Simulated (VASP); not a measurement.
Data:

```xyz
3
Lattice="0.0000 2.9173 2.9173 2.9173 0.0000 2.9173 2.9173 2.9173 0.0000" Properties=species:S:1:pos:R:3 pbc="T T T"
Al     1.4587     1.4587     1.4587
Al     4.3760     4.3760     4.3760
Pt     0.0000     0.0000     0.0000
```

These are PBEsol GGA, VASP's PBE PAW potentials (set 64) (plane waves; VASP) values and carry that method's errors. Run with 520 eV cut-off, 9×9×9 Γ-centred mesh, first-order Methfessel-Paxton smearing of 0.10 eV, potentials Al Pt.

Give the stress tensor in GPa (positive for a compressed cell).

```
4.60  0.00  0.00
0.00  4.60  0.00
0.00  0.00  4.60
```
The pressure is its mean diagonal, 4.60 GPa.

The compound is PtAl2 in the fluorite structure. This cell is one point of a volume scan, at 0.97 of the reference volume.
